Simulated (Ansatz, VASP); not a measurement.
## WS2 (Tungstenite) in two plane-wave programs

Wanted: the spread between two codes on one cell, functional and k mesh. Valence electrons are named where the data sets of a main pair hold unlike numbers.

Main program and level: Ansatz 0.2.0; plane waves, with VASP 6.6.1 beside it; LDA, PBE and r2SCAN.

## (1) The starting structure

Symmetry: P6_3/mmc, No. 194, hexagonal system. Conventional cell: a = 3.153 Å, b = 3.153 Å, c = 12.323 Å, α = 90.00°, β = 90.00°, γ = 120.00°. Nearest to W lie 6 S at 2.40 Å. Nearest to S lie 3 W at 2.40 Å. Farther neighbours and most contacts between anions are not listed.

## (2) VASP: band structure, LDA

The same path points are solved in both programs, so levels can be compared one by one.

Lines of VASP's logs that name or quote its potential files are left out, and so is its time.

The input, INCAR:

```
SYSTEM = WS2
PREC = Accurate
ENCUT = 350
EDIFF = 1E-06
NELM = 100
ISMEAR = 0
SIGMA = 0.03
LREAL = .FALSE.
ALGO = Normal
GGA = CA
NBANDS = 34
LORBIT = 11
LWAVE = .FALSE.
LCHARG = .FALSE.
KPAR = 4
```

The input, POSCAR:

```
WS2
1.0
    3.1532000000      0.0000000000      0.0000000000
   -1.5766000000      2.7307513032      0.0000000000
    0.0000000000      0.0000000000     12.3230000000
W S
2 4
Direct
    0.6666666667      0.3333333333      0.7500000000
    0.3333333333      0.6666666667      0.2500000000
    0.6666666667      0.3333333333      0.3775000000
    0.3333333333      0.6666666667      0.8775000000
    0.6666666667      0.3333333333      0.1225000000
    0.3333333333      0.6666666667      0.6225000000
```

The input, KPOINTS:

```
Automatic mesh
0
Gamma
8 8 2
0 0 0
```

The input, KPOINTS_OPT:

```
Line mode
8
Line-mode
Reciprocal
  0.00000000   0.00000000   0.00000000 GAMMA
  0.50000000   0.00000000   0.00000000 M

  0.50000000   0.00000000   0.00000000 M
  0.33333333   0.33333333   0.00000000 K

  0.33333333   0.33333333   0.00000000 K
  0.00000000   0.00000000   0.00000000 GAMMA

  0.00000000   0.00000000   0.00000000 GAMMA
  0.00000000   0.00000000   0.50000000 A

  0.00000000   0.00000000   0.50000000 A
  0.50000000   0.00000000   0.50000000 L

  0.50000000   0.00000000   0.50000000 L
  0.33333333   0.33333333   0.50000000 H

  0.33333333   0.33333333   0.50000000 H
  0.00000000   0.00000000   0.50000000 A

  0.50000000   0.00000000   0.50000000 L
  0.50000000   0.00000000   0.00000000 M

  0.33333333   0.33333333   0.00000000 K
  0.33333333   0.33333333   0.50000000 H
```

Potentials, in the order of the species: W and S (LDA family, release 64).

Started as:

```sh
$ mpirun -np 4 vasp_std
```

Numbers of over 12 decimals in the logs are rounded to 6 here.

Log:

```text
[banner, memory and clock lines left out]
running    4 mpi-ranks, on    1 nodes
 distrk:  each k-point on    1 cores,    4 groups
 distr:  one band on    1 cores,    1 groups

 POSCAR found type information on POSCAR W S
 POSCAR found :  2 types and       6 ions
 LDA part: xc-table for (Slater(with rela. corr.)+CA(PZ))
 , standard interpolation
 POSCAR, INCAR and KPOINTS ok, starting setup
 FFT: planning ... GRIDC
 FFT: planning ... GRID_SOFT
 FFT: planning ... GRID
 WAVECAR not read
 entering main loop
       N       E                     dE             d eps       ncg     rms          rms(c)
DAV:   1     0.110034847475E+03    0.11003E+03   -0.12287E+04  1360   0.680E+02
DAV:   2    -0.466892863764E+02   -0.15672E+03   -0.14906E+03  1710   0.176E+02
DAV:   3    -0.553439106819E+02   -0.86546E+01   -0.85483E+01  1758   0.409E+01
DAV:   4    -0.554492889385E+02   -0.10538E+00   -0.10529E+00  1726   0.498E+00
DAV:   5    -0.554510995018E+02   -0.18106E-02   -0.18102E-02  1718   0.630E-01    0.403E+01
DAV:   6    -0.531030920534E+02    0.23480E+01   -0.44511E+00  1836   0.109E+01    0.168E+01
DAV:   7    -0.528175609884E+02    0.28553E+00   -0.17203E+00  1620   0.768E+00    0.907E+00
DAV:   8    -0.526509448665E+02    0.16662E+00   -0.30614E-01  1766   0.328E+00    0.125E+00
DAV:   9    -0.526490422234E+02    0.19026E-02   -0.50318E-02  1598   0.108E+00    0.634E-01
DAV:  10    -0.526468764930E+02    0.21657E-02   -0.11400E-02  1720   0.456E-01    0.302E-01
DAV:  11    -0.526466634535E+02    0.21304E-03   -0.97229E-04  1664   0.154E-01    0.190E-01
DAV:  12    -0.526466077145E+02    0.55739E-04   -0.11284E-04  1740   0.556E-02    0.756E-02
DAV:  13    -0.526466060019E+02    0.17126E-05   -0.20755E-05  1566   0.188E-02    0.183E-02
DAV:  14    -0.526466049625E+02    0.10394E-05   -0.20565E-06  1296   0.764E-03    0.113E-02
DAV:  15    -0.526466049045E+02    0.57926E-07   -0.78608E-07   822   0.405E-03
   1 F= -.52646605E+02 E0= -.52646605E+02  d E =-.108437E-22
 Start KPOINTS_OPT (optional k-point list driver)
k-point batch [1-20\72]
       N       E                     dE             ncg
DAV:   1     0.343931455670E+04   -0.14723E+05     1360
DAV:   2     0.350010103181E+03   -0.30893E+04     1698
DAV:   3     0.175634200993E+03   -0.17438E+03     1688
DAV:   4     0.173559559103E+03   -0.20746E+01     1734
DAV:   5     0.173526383535E+03   -0.33176E-01     1724
DAV:   6     0.173525614813E+03   -0.76872E-03     1814
DAV:   7     0.173525595700E+03   -0.19113E-04     1706
DAV:   8     0.173525595217E+03   -0.48326E-06     1246
[...]
k-point batch [61-72\72]
       N       E                     dE             ncg
DAV:   1     0.729606885204E+04   -0.12626E+05      816
DAV:   2     0.549546822922E+04   -0.18006E+04      966
DAV:   3     0.539428208756E+04   -0.10119E+03     1046
DAV:   4     0.539312502146E+04   -0.11571E+01      992
DAV:   5     0.539310723719E+04   -0.17784E-01     1076
DAV:   6     0.539310686713E+04   -0.37006E-03      990
DAV:   7     0.539310685817E+04   -0.89574E-05     1082
DAV:   8     0.539310685796E+04   -0.21736E-06      660
```

From OUTCAR (step 2):

```text
ion  position               nearest neighbor table
   1  0.667  0.333  0.750-   4 2.40   6 2.40   4 2.40   6 2.40   4 2.40   6 2.40
   2  0.333  0.667  0.250-   3 2.40   5 2.40   3 2.40   5 2.40   3 2.40   5 2.40
   3  0.667  0.333  0.377-   2 2.40   2 2.40   2 2.40
   4  0.333  0.667  0.877-   1 2.40   1 2.40   1 2.40
   5  0.667  0.333  0.123-   2 2.40   2 2.40   2 2.40
   6  0.333  0.667  0.623-   1 2.40   1 2.40   1 2.40

  LATTYP: Found a hexagonal cell.
 ALAT       =     3.1532000000
 C/A-ratio  =     3.9080933655

 Subroutine GETGRP returns: Found 24 space group operations
 (whereof 12 operations were pure point group operations)

The static configuration has the point symmetry D_3d.
 The point group associated with its full space group is D_6h.

 Found     20 irreducible k-points:

   k-points           NKPTS =     20   k-points in BZ     NKDIM =     20   number of bands    NBANDS=     34

   dimension x,y,z NGX =    20 NGY =   20 NGZ =   80
   dimension x,y,z NGXF=    40 NGYF=   40 NGZF=  160

   ENCUT  =  350.0 eV  25.72 Ry    5.07 a.u.   4.81  4.81 18.80*2*pi/ulx,y,z

   NELECT =      36.0000    total number of electrons

 k-points in reciprocal lattice and weights: Automatic mesh
   0.00000000  0.00000000  0.00000000       0.008
   0.12500000 -0.00000000  0.00000000       0.047
   0.25000000 -0.00000000  0.00000000       0.047
   0.37500000 -0.00000000  0.00000000       0.047
   0.50000000 -0.00000000  0.00000000       0.023
   0.12500000  0.12500000  0.00000000       0.047
   0.25000000  0.12500000  0.00000000       0.094
   0.37500000  0.12500000  0.00000000       0.094
   0.25000000  0.25000000  0.00000000       0.047
[...]
0.25000000  0.25000000  0.50000000       0.047
   0.37500000  0.25000000  0.50000000       0.047

 average (electrostatic) potential at core
       1 -40.2901       2 -40.2901       3 -86.1791       4 -86.1791       5 -86.1791
       6 -86.1791

 E-fermi :   6.4785

 k-point     1 :       0.0000    0.0000    0.0000
  band No.  band energies     occupation
    ...
     14       4.1143      2.00000
     15       4.1143      2.00000
     16       4.8481      2.00000
     17       5.0054      2.00000
     18       6.2797      2.00000
     19       8.5958      0.00000
     20       8.5958      0.00000
     21       8.6086      0.00000
     22       8.6086      0.00000
     23       8.6622      0.00000
    ...

 k-point     2 :       0.1250   -0.0000    0.0000
  band No.  band energies     occupation
    ...
     14       3.7329      2.00000
     15       4.0898      2.00000
     16       5.0163      2.00000
     17       5.0271      2.00000
     18       5.7844      2.00000
     19       8.1322      0.00000
     20       8.4111      0.00000
     21       8.4195      0.00000
     22       8.5474      0.00000
     23       8.5800      0.00000
    ...

 k-point     3 :       0.2500   -0.0000    0.0000
  band No.  band energies     occupation
    ...
     14       3.6982      2.00000
     15       3.7504      2.00000
     16       4.4689      2.00000
     17       4.6383      2.00000
     18       4.7867      2.00000
     19       7.5787      0.00000
     20       8.1169      0.00000
     21       8.3490      0.00000
     22       8.5617      0.00000
     23       8.6431      0.00000
    ...

  Total       -2.8382088     -2.8382088     -2.8042940      0.0000000      0.0000000      0.0000000
  in kB      -42.8553265    -42.8553265    -42.3432325      0.0000000      0.0000000      0.0000000
  external PRESSURE =     -42.6846285 kB  Pullay stress =       0.0000000 kB

  energy-cutoff  :      350.00
  volume of cell :      106.11
      direct lattice vectors                 reciprocal lattice vectors
     3.153200000  0.000000000  0.000000000     0.317138145  0.183099794  0.000000000
    -1.576600000  2.730751303  0.000000000     0.000000000  0.366199587  0.000000000
     0.000000000  0.000000000 12.323000000     0.000000000  0.000000000  0.081149071

 POSITION                                       TOTAL-FORCE (eV/Angst)
 -----------------------------------------------------------------------------------
      1.57660      0.91025      9.24225        -0.000000      0.000000      0.000000
     -0.00000      1.82050      3.08075        -0.000000     -0.000000      0.000000
      1.57660      0.91025      4.65193         0.000000     -0.000000     -0.367217
     -0.00000      1.82050     10.81343        -0.000000      0.000000     -0.367217
      1.57660      0.91025      1.50957         0.000000     -0.000000      0.367217
     -0.00000      1.82050      7.67107        -0.000000      0.000000      0.367217
 -----------------------------------------------------------------------------------
    total drift:                               -0.000000      0.000000     -0.000000

  FREE ENERGIE OF THE ION-ELECTRON SYSTEM (eV)
  ---------------------------------------------------
  free  energy   TOTEN  =       -52.6466049045 eV

  energy  without entropy=      -52.6466049045  energy(sigma->0) =      -52.64660490

 total charge
# of ion       s       p       d       tot
------------------------------------------
    1        0.567   0.713   4.308   5.588
    2        0.567   0.713   4.308   5.588
    3        1.358   2.347   0.000   3.705
    4        1.358   2.347   0.000   3.705
    5        1.358   2.347   0.000   3.705
    6        1.358   2.347   0.000   3.705
--------------------------------------------------
tot          6.568  10.813   8.616  25.997

[... 3 further parts left out ...]
```

This run has no spin polarisation, so a moment on W, if there is one, isn't seen. The data set W keeps the semicore shell frozen, which is cheaper and a little less accurate.

## (3) Ansatz: band structure, LDA

Ansatz runs on its default PAW (the set named soft_2) files.

The same cell, functional (in two slightly different forms), mesh and smearing now go to Ansatz, which takes its cutoff from its data sets.

The input, input.yaml:

```yaml
crystal:
  lattice:
    - [3.1532, 0.0, 0.0]
    - [-1.5766, 2.7307513032, 0.0]
    - [0.0, 0.0, 12.323]
  atoms:
    - { symbol: W, position: [0.6666666667, 0.3333333333, 0.75] }
    - { symbol: W, position: [0.3333333333, 0.6666666667, 0.25] }
    - { symbol: S, position: [0.6666666667, 0.3333333333, 0.3775] }
    - { symbol: S, position: [0.3333333333, 0.6666666667, 0.8775] }
    - { symbol: S, position: [0.6666666667, 0.3333333333, 0.1225] }
    - { symbol: S, position: [0.3333333333, 0.6666666667, 0.6225] }
hamiltonian:
  xc: lda
  pseudopotentials: { kind: paw }
kpoints:
  mp_grid: { grid: [8, 8, 2] }
  band_path:
    path:
      - [0.0, 0.0, 0.0]
      - [0.14286, 0.0, 0.0]
      - [0.28571, 0.0, 0.0]
      - [0.5, 0.0, 0.0]
      - [0.47619, 0.04762, 0.0]
      - [0.40476, 0.19048, 0.0]
      - [0.35714, 0.28571, 0.0]
      - [0.28571, 0.28571, 0.0]
      - [0.19048, 0.19048, 0.0]
      - [0.04762, 0.04762, 0.0]
      - [0.0, 0.0, 0.0]
      - [0.0, 0.0, 0.14286]
      - [0.0, 0.0, 0.35714]
      - [0.0, 0.0, 0.5]
      - [0.14286, 0.0, 0.5]
      - [0.28571, 0.0, 0.5]
      - [0.5, 0.0, 0.5]
      - [0.47619, 0.04762, 0.5]
      - [0.40476, 0.19048, 0.5]
      - [0.35714, 0.28571, 0.5]
      - [0.33333, 0.33333, 0.5]
      - [0.19048, 0.19048, 0.5]
      - [0.09524, 0.09524, 0.5]
      - [0.5, 0.0, 0.5]
      - [0.5, 0.0, 0.35714]
      - [0.5, 0.0, 0.14286]
      - [0.5, 0.0, 0.0]
      - [0.33333, 0.33333, 0.14286]
      - [0.33333, 0.33333, 0.28571]
      - [0.33333, 0.33333, 0.5]
    npoints: 1
scf:
  occupations: { method: gaussian, width: 0.03 }
  n_extra_bands: 9
output:
  forces: true
  stress: true
  eigenvalues: true
```

Started as:

```sh
$ ansatz run input.yaml --threads 4 --pin off --max-ram 9216MiB --backend cpu --events-out ev --progress --plain --runs-dir out
```

Log:

```text
scf.n_extra_bands = 9 over 26 filled bands (N_el = 52.0): the run solves 35 bands
Engine: ansatz 0.2.0, x86_64-unknown-linux-gnu
Pseudopotentials: kind: paw
Pseudopotential: W, paw, valence charge 14, recommended cutoff 420 eV (normal), W.paw.azcp
Pseudopotential: S, paw, valence charge 6, recommended cutoff 420 eV (normal), S.paw.azcp
Functional definition: SPW92
  exchange = slater_x
  correlation = pw_c
Crystal: 6 atoms, lattice volume = 106.108 Å³
Basis set: ecut = 420 eV, 2057 PW (Γ)
Bands: 35, of which v1, the nominal top of the filled ones, is band 26 counted from 1 (25 counted from 0)
Symmetry: 24 space group operations
Space group: P63/mmc (ITA 194), of the structure as read, at distance tolerance 4.7e-5 Å
k-points: 20 of 128
Non-local potential: W, projectors of the file, l = 0: 3, l = 1: 2, l = 2: 2, l = 3: 1
Non-local potential: S, projectors of the file, l = 0: 2, l = 1: 2, l = 2: 2
PAW form: soft (Blöchl's): semilocal exchange-correlation on the pseudo side does not see the compensation charge
PAW frozen core: W, regenerated for the run's functional, and the local potential with it (the file was generated under x = pbe(κ = 0.804, μ = 0.219515), c = pbe(β = 0.066725))
PAW frozen core: S, regenerated for the run's functional, and the local potential with it (the file was generated under x = pbe(κ = 0.804, μ = 0.219515), c = pbe(β = 0.066725))
PAW one-centre angular grid: W, 590 points (default); XC on 64 Gauss nodes
PAW one-centre angular grid: S, 110 points (default); XC on 64 Gauss nodes
Initial density: superposition of atomic densities (neutral atoms: chi_scale 0, normalization atom), corrected by the library's trained network
Initial wavefunctions: pseudopotential atomic-orbital guess
Functional: x = slater, c = lda
SCF iter   1: F=—  HF=-23743.375098 eV  |F-HF|=—  |Δ(HF+E_count)|=         —  Δρ=9.90e-3  dr2=1.63e-1  ethr=1.77e-3  ⟨swp⟩=6.7  Hψ=3328  notcnv=0
preconditioner: auto → Resta (q_TF=auto, 2.423 Å⁻¹)  ε∞=6.7  [insulator: Δε(μ)=1.041 eV  Ē_g=9.067 eV  σ=0.030 eV  W_gap=1.00  n_scr=26 (ndim 8)  ℏωp=21.6 eV  f_vac=0.016  D(μ)=0.00/eV (n_scr^D=0)  ε∞_Penn≈6.7]
SCF iter   2: F=—  HF=-23743.350240 eV  |F-HF|=—  |Δ(HF+E_count)|=   2.49e-2  Δρ=4.00e-3  dr2=8.73e-3  ethr=3.14e-4  ⟨swp⟩=2.2  Hψ=1046  notcnv=0  defer=35
SCF iter   3: F=—  HF=-23743.349625 eV  |F-HF|=—  |Δ(HF+E_count)|=   6.15e-4  Δρ=2.26e-3  dr2=2.58e-3  ethr=1.68e-5  ⟨swp⟩=2.6  Hψ=945  notcnv=0  defer=35
SCF iter   4: F=—  HF=-23743.349560 eV  |F-HF|=—  |Δ(HF+E_count)|=   6.52e-5  Δρ=5.94e-4  dr2=2.49e-4  ethr=4.95e-6  ⟨swp⟩=1.0  Hψ=665  notcnv=0  defer=35
SCF iter   5: F=—  HF=-23743.349544 eV  |F-HF|=—  |Δ(HF+E_count)|=   1.52e-5  Δρ=8.35e-5  dr2=1.12e-5  ethr=4.78e-7  ⟨swp⟩=2.5  Hψ=1005  notcnv=0  defer=35
SCF iter   6: F=—  HF=-23743.349545 eV  |F-HF|=—  |Δ(HF+E_count)|=   8.01e-8  Δρ=1.25e-5  dr2=2.70e-7  ethr=2.16e-8  ⟨swp⟩=2.2  Hψ=900  notcnv=0  defer=35
SCF iter   7: F=-23743.349545 eV  HF=-23743.349545 eV  |F-HF|=1.83e-9  |Δ(HF+E_count)|=   5.97e-8  Δρ=2.48e-6  dr2=7.29e-9  ethr=1.92e-10  ⟨swp⟩=10.3  Hψ=2957  notcnv=0
SCF 1 converged in 7 iterations: F = -23743.349545 eV  dr2 = 7.29e-9
  greatest PAW one-centre occupation: 1.000 electrons in one spin orbital (limit 2), on the W atom at site 1 (counted from 0), in its partial waves of l = 0
NSCF: frozen V_eff on 30 k-points
SCF converged after 7 iterations
Free energy (F): -23743.349545 eV
Harris-Foulkes:  -23743.349545 eV  (|F-HF|=1.83e-9)
Internal energy: -23743.349545 eV  (E = F + TS)
E sigma→0 (E₀):  -23743.349545 eV
Fermi energy:    12.027722 eV
--- Per-component energies (eV) ---
  E_band       = -382.821964
  E_kinetic    = 1335.779042
  E_local      = -3513.089585  (includes V_loc(G=0)·N_el)
  E_nonlocal   = 130.356162
  E_hartree    = 1389.711241
  E_xc         = -917.878908
  E_vxc        = -832.385375  (∫ρ·V_xc dr)
  E_paw        = -18894.641516  (= ΣΔE_a)
  E_vpaw       = -282.904109  (= ΣTr[D̂ρ^β])
  E_aug_tail   = -0.000135  (compensation charges beyond the density's cutoff)
  E_ewald      = -3274.764942
  E_core_change = 1.179096  (= ΣΔE_core)
  E_smearing   = -0.000000  (= −TS)
  E_closure    = -0.000000  (closes the sum)
  Σ components = -23743.349545   (vs F -23743.349545, Δ=0.00e0)
--- Forces (eV/Å), atoms counted from 1 ---
  atom   1  W      0.00000000     0.00000000     0.00000000
  atom   2  W     -0.00000000    -0.00000000    -0.00000000
  atom   3  S      0.00000000     0.00000000    -0.35816780
  atom   4  S      0.00000000    -0.00000000    -0.35816780
  atom   5  S     -0.00000000     0.00000000     0.35816780
  atom   6  S     -0.00000000    -0.00000000     0.35816780
  max |Σ_I F_I| component: 5.55e-17 eV/Å
--- Stress (GPa, compression-positive) ---
       -3.879450       0.000000      -0.000000
        0.000000      -3.879450       0.000000
       -0.000000       0.000000      -3.969406
  P = ⅓ Tr σ = -3.9094 GPa (-39.094 kbar)
--- Band table (eV; the first three rows and the last of 20) ---
  k-point 0: bands = [... 22 lower, 9.3174, 10.0439, 10.2215, 11.5023, 13.7935, 13.7935, 13.8041, 13.8041, ... 5 higher]
  k-point 1: bands = [... 22 lower, 9.2907, 9.2907, 11.1845, 11.1845, 13.7871, 13.7871, 13.7871, 13.7871, ... 5 higher]
  k-point 2: bands = [... 22 lower, 9.2920, 10.2181, 10.2436, 11.0032, 13.3314, 13.6102, 13.6221, 13.7520, ... 5 higher]
  k-point 19: bands = [... 22 lower, 8.5334, 8.5334, 10.6496, 10.6496, 13.0267, 13.0267, 14.0895, 14.0895, ... 5 higher]
```

Wall time 3.7 s (4 threads of Intel Xeon Platinum 8488C (Sapphire Rapids), shared host); peak memory 0.45 GiB.

## (4) Differences

Known differences besides the potentials themselves: the two LDA forms differ slightly; the data sets hold 52 valence electrons in Ansatz (on its default PAW (the set named soft_2) files) and 36 in VASP; the cutoff is 420 eV in Ansatz and 350 eV in VASP; VASP's log shows a relativistic correction to its local exchange, Ansatz's none. Total energies have different zeros and are not compared.

Compared:

```csv
quantity,Ansatz,VASP,difference
pressure (GPa),-3.91,-4.27,+0.36
gap over the path points (eV),0.922,0.938,-0.017
```

Forces (eV/Å; atoms numbered as in POSCAR):

```csv
atom,"Ansatz x, y, z","VASP x, y, z"
W1,"0.000, 0.000, 0.000","0.000, 0.000, 0.000"
W2,"0.000, 0.000, 0.000","0.000, 0.000, 0.000"
S3,"0.000, 0.000, -0.358","0.000, 0.000, -0.367"
S4,"0.000, 0.000, -0.358","0.000, 0.000, -0.367"
S5,"0.000, 0.000, 0.358","0.000, 0.000, 0.367"
S6,"0.000, 0.000, 0.358","0.000, 0.000, 0.367"
```

Levels at points of the path, from each program's valence-band top (eV; 4 filled, then empty):

```csv
k (reciprocal lattice),Ansatz,VASP
0.000 0.000 0.000,-2.19 -1.46 -1.28 0.00 2.29 2.29 2.30,-2.17 -1.43 -1.27 0.00 2.32 2.32 2.33
0.143 0.000 0.000,-2.24 -1.32 -1.27 -0.64 1.69 2.06 2.10,-2.22 -1.30 -1.26 -0.64 1.71 2.08 2.12
0.286 0.000 0.000,-2.35 -2.02 -1.88 -1.66 1.36 1.82 2.03,-2.33 -2.01 -1.87 -1.65 1.38 1.83 2.04
0.500 0.000 0.000,-1.93 -1.72 -1.70 -1.52 2.27 2.31 2.53,-1.90 -1.69 -1.69 -1.51 2.26 2.30 2.53
0.476 0.048 0.000,-2.21 -2.01 -1.54 -1.33 2.26 2.28 2.53,-2.19 -1.99 -1.53 -1.32 2.25 2.27 2.53
0.405 0.190 0.000,-2.99 -2.58 -1.17 -0.90 1.80 1.88 2.42,-2.98 -2.57 -1.15 -0.89 1.81 1.89 2.42
0.357 0.286 0.000,-2.97 -2.77 -0.85 -0.63 1.35 1.36 1.98,-2.97 -2.76 -0.84 -0.61 1.38 1.38 1.99
0.286 0.286 0.000,-2.94 -2.60 -1.04 -0.85 1.51 1.65 2.06,-2.94 -2.60 -1.03 -0.84 1.53 1.67 2.07
0.190 0.190 0.000,-2.11 -2.04 -1.53 -1.52 0.92 1.91 2.18,-2.10 -2.03 -1.52 -1.51 0.94 1.92 2.19
0.048 0.048 0.000,-2.16 -1.28 -1.26 -0.22 2.15 2.16 2.23,-2.14 -1.26 -1.25 -0.22 2.17 2.19 2.26
```

The forces differ by 4.3 meV/Å r.m.s., which is 2.5 % of the r.m.s. force of 0.173 eV/Å (both taken over all components). Among the levels compared at these points, filled levels agree within 30 meV and empty ones within 27 meV.

(Part 1 of 2 ends here.)

[Lines on the potential files, build, host, timing and source positions are cut from VASP's logs without a mark.]

[Logs are printed without paths, hosts, clocks, repeated set-up lines and the standing remarks that a program may print on its own settings, such as how far it seeks lower states.]

[Hosts, paths, dates, database ids (printed as entryN), source tags and the programs' standing remarks are cut or masked in the printed files.]
